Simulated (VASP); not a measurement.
Consider the following.

```
CELL_PARAMETERS angstrom
      3.94530     0.00000     0.00000
      0.00000     3.94530     0.00000
      0.00000     0.00000     3.94530
ATOMIC_POSITIONS crystal
  Ti 0.00000 0.00000 0.00000
  Pt 0.00000 0.50000 0.50000
  Pt 0.50000 0.00000 0.50000
  Pt 0.50000 0.50000 0.00000
```

Level of theory: PBE GGA, VASP's PBE PAW potentials (set 64) (plane waves; VASP 6.6.1). Numerical set-up: 400 eV cut-off, 9×9×9 Γ-centred mesh, tetrahedra with Blöchl corrections, potentials Ti_sv Pt.

The cores are frozen, which limits the accuracy of field gradients.

Q: Give the principal components of the electric field gradient (V/Å²) and the asymmetry η at each nucleus.

A: 
```json
[
 {"atom": "Ti1", "Vxx": "0.0", "Vyy": "0.0", "Vzz": "0.0", "η": "-"},
 {"atom": "Pt2", "Vxx": "33.3", "Vyy": "33.3", "Vzz": "-66.6", "η": "0.00"},
 {"atom": "Pt3", "Vxx": "33.3", "Vyy": "33.3", "Vzz": "-66.6", "η": "0.00"},
 {"atom": "Pt4", "Vxx": "33.3", "Vyy": "33.3", "Vzz": "-66.6", "η": "0.00"}
]
```

The compound is Pt3Ti in the L1_2 structure. It was relaxed first.
